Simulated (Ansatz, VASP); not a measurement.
# ZrB2 in two plane-wave programs, part 2 of 2

Wanted: the spread between two codes on one cell, functional and k mesh. The start cell is built, not measured: As first built, before any earlier steps moved the atoms (in the runner's words): it takes the HfB2 structure with some of its atoms replaced by other elements, volume scaled by an estimate. The cell is taken from a series of VASP runs on this material, whose earlier steps may have relaxed, scaled or displaced it; both programs get it as it stands.

VASP 6.6.1 and Ansatz 0.2.0.

So far. Step 3 (Ansatz: single point, BLYP with D3(BJ)): The run ends at a pressure of -0.38 GPa. Step 5 (VASP: band structure, BLYP with D3(BJ)): The run ends at a pressure of 0.07 GPa.

**6. Ansatz: band structure, BLYP with D3(BJ)**

Level of this step: Ansatz beside VASP: Kohn-Sham DFT, plane waves, BLYP with D3(BJ) (Ansatz).

The same cell, functional (in two slightly different forms), mesh and smearing now go to Ansatz, which takes its cutoff from its data sets.

The cell is taken from a series of VASP runs on this material, whose earlier steps may have relaxed, scaled or displaced it; both programs get it as it stands.

Input file input.yaml:

```yaml
crystal:
  lattice:
    - [3.1241735893, 0.0, 0.0]
    - [-1.5620867947, 2.705614454, 0.0]
    - [0.0, 0.0, 3.5397052372]
  atoms:
    - { symbol: Zr, position: [0.0, 0.0, 0.0] }
    - { symbol: B, position: [0.33333333, 0.66666667, 0.5] }
    - { symbol: B, position: [0.66666667, 0.33333333, 0.5] }
hamiltonian:
  xc: blyp
  pseudopotentials: { kind: paw }
  dispersion: d3bj
kpoints:
  mp_grid: { grid: [8, 8, 6] }
  band_path:
    path:
      - [0.0, 0.0, 0.0]
      - [0.13333, 0.0, 0.0]
      - [0.3, 0.0, 0.0]
      - [0.46667, 0.0, 0.0]
      - [0.46667, 0.06667, 0.0]
      - [0.41111, 0.17778, 0.0]
      - [0.35556, 0.28889, 0.0]
      - [0.28889, 0.28889, 0.0]
      - [0.17778, 0.17778, 0.0]
      - [0.06667, 0.06667, 0.0]
      - [0.0, 0.0, 0.03333]
      - [0.0, 0.0, 0.2]
      - [0.0, 0.0, 0.36667]
      - [0.0, 0.0, 0.5]
      - [0.16667, 0.0, 0.5]
      - [0.3, 0.0, 0.5]
      - [0.46667, 0.0, 0.5]
      - [0.46667, 0.06667, 0.5]
      - [0.41111, 0.17778, 0.5]
      - [0.35556, 0.28889, 0.5]
      - [0.28889, 0.28889, 0.5]
      - [0.17778, 0.17778, 0.5]
      - [0.06667, 0.06667, 0.5]
      - [0.5, 0.0, 0.46667]
      - [0.5, 0.0, 0.3]
      - [0.5, 0.0, 0.13333]
      - [0.33333, 0.33333, 0.0]
      - [0.33333, 0.33333, 0.16667]
      - [0.33333, 0.33333, 0.33333]
      - [0.33333, 0.33333, 0.5]
    npoints: 1
scf:
  occupations: { method: fermi_dirac, width: 0.05 }
  n_extra_bands: 7
output:
  forces: true
  stress: true
  eigenvalues: true
```

Started as:

```
$ ansatz run input.yaml --threads 2 --pin off --max-ram 4608MiB --backend cpu --events-out ev --progress --plain --runs-dir out
```

Numbers of over 12 decimals in the logs are rounded to 6 here.

The log of the run:

```text
[...]
Crystal: 3 atoms, lattice volume = 29.920 Å³
Basis set: ecut = 420 eV, 563 PW (Γ), exchange–correlation on 48×48×48 points (8 copies of the dense FFT grid, shifted against one another)
Bands: 16, of which v1, the nominal top of the filled ones, is band 9 counted from 1 (8 counted from 0)
Symmetry: 24 space group operations
[...]
k-points: 40 of 384
[...]
k-point 0: bands = [... 5 lower, 14.1314, 14.1314, 14.1727, 14.2883, 20.1858, 20.1858, 20.7571, 20.7571, ... 3 higher]
  k-point 1: bands = [... 5 lower, 12.4540, 14.3854, 14.3854, 15.8883, 18.9102, 18.9102, 20.0160, 20.0160, ... 3 higher]
  k-point 2: bands = [... 5 lower, 10.7250, 15.0930, 15.0930, 17.4624, 17.6908, 17.6908, 18.5067, 18.5067, ... 3 higher]
  k-point 39: bands = [... 5 lower, 8.5432, 11.8196, 13.7786, 14.3726, 20.6494, 22.5268, 22.7697, 22.8626, ... 3 higher]
[key lines of the parts left out:]
SCF converged after 6 iterations
Free energy (F): -4514.424683 eV
Fermi energy:    16.833979 eV
P = ⅓ Tr σ = -0.3827 GPa (-3.827 kbar)
```

It took 2.6 s on 2 threads of Arm Neoverse N1, shared host; peak memory 0.29 GiB; 3.2 s of CPU time.

**7. Comparison**

Both answers:

```
                                        quantity  Ansatz  VASP  difference
                                  pressure (GPa)   -0.38  0.07       -0.45
pressure without Ansatz's Pulay correction (GPa)   -0.62  0.07       -0.69
```

Levels from 3 eV below to 2 eV above the Fermi level differ by 6 meV r.m.s. and 16 meV at most; each VASP level is matched to the nearest of Ansatz, which flatters the figure a little. Ansatz's pressure holds a Pulay correction of 0.24 GPa; VASP's holds none.

**8. Ansatz: band structure, r2SCAN**

With cell and atoms fixed, the geometry can't cause a difference; cores, projectors, grids and the points listed under the comparison can.

The cell is taken from a series of VASP runs on this material, whose earlier steps may have relaxed, scaled or displaced it; both programs get it as it stands.

Edit input.yaml of step 6 so:

```diff
@@ -10,5 +10,4 @@
 hamiltonian:
-  xc: blyp
+  xc: r2scan
   pseudopotentials: { kind: paw }
-  dispersion: d3bj
 kpoints:
```

The log of the run:

```text
[...]
Crystal: 3 atoms, lattice volume = 29.920 Å³
Basis set: ecut = 500 eV, 781 PW (Γ), exchange–correlation on 96×96×108 points (64 copies of the dense FFT grid, shifted against one another)
Bands: 16, of which v1, the nominal top of the filled ones, is band 9 counted from 1 (8 counted from 0)
Symmetry: 24 space group operations
[...]
k-points: 40 of 384
[...]
k-point 0: bands = [... 5 lower, 13.5774, 13.6344, 13.6387, 13.6387, 20.1073, 20.1073, 20.7956, 20.7956, ... 3 higher]
  k-point 1: bands = [... 5 lower, 11.6724, 13.9095, 13.9095, 15.4371, 18.6603, 18.6603, 19.9712, 19.9712, ... 3 higher]
  k-point 2: bands = [... 5 lower, 9.8194, 14.6659, 14.6659, 17.1886, 17.3484, 17.3484, 18.3206, 18.3206, ... 3 higher]
  k-point 39: bands = [... 5 lower, 7.5217, 11.0346, 13.1043, 13.6878, 20.6131, 22.5332, 22.8335, 22.9275, ... 3 higher]
[key lines of the parts left out:]
SCF converged after 6 iterations
Free energy (F): -4511.306587 eV
Fermi energy:    16.450039 eV
P = ⅓ Tr σ = 8.0813 GPa (80.813 kbar)
```

Wall time 5 s (2 threads); peak memory 0.36 GiB; 6.7 s of CPU time.

**9. VASP: band structure, r2SCAN**

The same cell, functional, mesh and smearing now go to VASP, with its own data sets and cutoff.

Input file INCAR:

```
SYSTEM = ZrB2
PREC = Accurate
ENCUT = 420
EDIFF = 1E-06
NELM = 100
ISMEAR = -1
SIGMA = 0.05
LREAL = .FALSE.
ALGO = Normal
METAGGA = R2SCAN
LASPH = .TRUE.
LORBIT = 11
LWAVE = .FALSE.
LCHARG = .FALSE.
```

Input file POSCAR:

```
ZrB2
1.0
    3.1241735893      0.0000000000      0.0000000000
   -1.5620867947      2.7056144540      0.0000000000
    0.0000000000      0.0000000000      3.5397052372
Zr B
1 2
Direct
    0.0000000000      0.0000000000      0.0000000000
    0.3333333300      0.6666666700      0.5000000000
    0.6666666700      0.3333333300      0.5000000000
```

Input file KPOINTS:

```
Automatic mesh
0
Gamma
8 8 6
0 0 0
```

Input file KPOINTS_OPT:

```
Line mode
16
Line-mode
Reciprocal
  0.00000000   0.00000000   0.00000000 GAMMA
  0.50000000   0.00000000   0.00000000 M

  0.50000000   0.00000000   0.00000000 M
  0.33333333   0.33333333   0.00000000 K

  0.33333333   0.33333333   0.00000000 K
  0.00000000   0.00000000   0.00000000 GAMMA

  0.00000000   0.00000000   0.00000000 GAMMA
  0.00000000   0.00000000   0.50000000 A

  0.00000000   0.00000000   0.50000000 A
  0.50000000   0.00000000   0.50000000 L

  0.50000000   0.00000000   0.50000000 L
  0.33333333   0.33333333   0.50000000 H

  0.33333333   0.33333333   0.50000000 H
  0.00000000   0.00000000   0.50000000 A

  0.50000000   0.00000000   0.50000000 L
  0.50000000   0.00000000   0.00000000 M

  0.33333333   0.33333333   0.00000000 K
  0.33333333   0.33333333   0.50000000 H
```

Potentials, in the order of the species: Zr_sv and B (PBE family, release 64).

Started as:

```
$ mpirun -np 1 vasp_std
```

The log of the run:

```text
[banner, memory and clock lines left out]
running    1 mpi-ranks, on    1 nodes
[...]
[... a notice as in an earlier step ...]

 LDA part: xc-table for (None), standard interpolation
 POSCAR, INCAR and KPOINTS ok, starting setup
[...]
entering main loop
       N       E                     dE             d eps       ncg     rms          rms(c)
DAV:   1     0.793792222302E+02    0.79379E+02   -0.90079E+03  1040   0.121E+03
DAV:   2    -0.445899300097E+02   -0.12397E+03   -0.11968E+03  1230   0.322E+02
DAV:   3    -0.494390807454E+02   -0.48492E+01   -0.48036E+01  1684   0.566E+01
DAV:   4    -0.495433386411E+02   -0.10426E+00   -0.10421E+00  1301   0.806E+00
[...]
DAV:  10    -0.406085491694E+02   -0.47358E-03   -0.55333E-04  1552   0.246E-01    0.500E-02
DAV:  11    -0.406085876179E+02   -0.38449E-04   -0.61553E-05  1175   0.848E-02    0.146E-02
DAV:  12    -0.406085883196E+02   -0.70168E-06   -0.22872E-06  1182   0.150E-02
   1 F= -.40608588E+02 E0= -.40607546E+02  d E =-.208467E-02
 Start KPOINTS_OPT (optional k-point list driver)
k-point batch [1-40\144]
       N       E                     dE             ncg
DAV:   1     0.776512219638E+02   -0.19640E+05     1040
DAV:   2    -0.485881841903E+04   -0.49365E+04     1260
DAV:   3    -0.504478357030E+04   -0.18597E+03     1692
DAV:   4    -0.504798671985E+04   -0.32031E+01     1228
DAV:   5    -0.504804874608E+04   -0.62026E-01     1595
DAV:   6    -0.504804941312E+04   -0.66705E-03     1273
DAV:   7    -0.504804941723E+04   -0.41089E-05     1117
DAV:   8    -0.504804941747E+04   -0.23894E-06      900
[...]
k-point batch [121-144\144]
       N       E                     dE             ncg
DAV:   1     0.936518639954E+04   -0.16491E+05      624
DAV:   2     0.653880562249E+04   -0.28264E+04      744
DAV:   3     0.644630631209E+04   -0.92499E+02     1051
DAV:   4     0.644535108662E+04   -0.95523E+00      750
DAV:   5     0.644533040850E+04   -0.20678E-01      977
DAV:   6     0.644533028765E+04   -0.12085E-03      780
DAV:   7     0.644533028659E+04   -0.10584E-05      665
DAV:   8     0.644533028644E+04   -0.15208E-06      587
```

OUTCAR, selected parts (step 9):

```text
  Total        1.8214151      1.8214162      0.9429982     -0.0000000      0.0000000      0.0000000
  in kB       97.5329500     97.5330047     50.4955701     -0.0000000      0.0000000      0.0000000
  external PRESSURE =      81.8538416 kB  Pullay stress =       0.0000000 kB

 POSITION                                       TOTAL-FORCE (eV/Angst)
 -----------------------------------------------------------------------------------
      0.00000      0.00000      0.00000         0.000000      0.000000      0.000000
     -0.00000      1.80374      1.76985         0.000000      0.000000      0.000000
      1.56209      0.90187      1.76985        -0.000000     -0.000000     -0.000000
 -----------------------------------------------------------------------------------
    total drift:                                0.000000     -0.000000     -0.000000

  FREE ENERGIE OF THE ION-ELECTRON SYSTEM (eV)
  ---------------------------------------------------
  free  energy   TOTEN  =       -40.6085883196 eV

  energy  without entropy=      -40.6065036539  energy(sigma->0) =      -40.60754599

[... 2 parts as in an earlier step ...]

[... 1 further part left out ...]
[key lines of the parts left out:]
E-fermi :  11.0349
```

At this level the cell is under a pressure of 8.2 GPa, so at these settings it is away from equilibrium.

**10. Comparison**

What differs besides the data sets and the points named for the pairs above, as far as they apply: VASP keeps PBE cores, Ansatz makes them for the functional; the cutoff is 500 eV in Ansatz and 420 eV in VASP. Total energies have different zeros and are not compared.

Compared:

| quantity | Ansatz | VASP | difference |
| --- | --- | --- | --- |
| pressure (GPa) | 8.08 | 8.19 | -0.10 |
| pressure without Ansatz's Pulay correction (GPa) | 7.99 | 8.19 | -0.20 |

Levels from 3 eV below to 2 eV above the Fermi level differ by 3 meV r.m.s. and 7 meV at most; each VASP level is matched to the nearest of Ansatz, which flatters the figure a little. Ansatz's pressure holds a Pulay correction of 0.10 GPa; VASP's holds none.

**11. What came out**

| Quantity | Value |
| --- | --- |
| difference in pressure (single point, BLYP with D3(BJ)) | -0.45 GPa |
| r.m.s. difference of levels near the Fermi level (band structure, BLYP with D3(BJ)) | 6.2 meV |
| r.m.s. difference of levels near the Fermi level (band structure, r2SCAN) | 2.6 meV |

**Reading.** The difference in pressure is -0.45 GPa (single point, BLYP with D3(BJ)), within the 1 GPa picked in this series as the mark of a large difference. How closely two codes agree says nothing of how well the functional describes the real material.

[Lines on the potential files, build, host, timing and source positions are cut from VASP's logs without a mark.]

[Logs are printed without paths, hosts, clocks, repeated set-up lines and the standing remarks that a program may print on its own settings, such as how far it seeks lower states.]

[Hosts, paths, dates, database ids (printed as entryN), source tags and the programs' standing remarks are cut or masked in the printed files.]
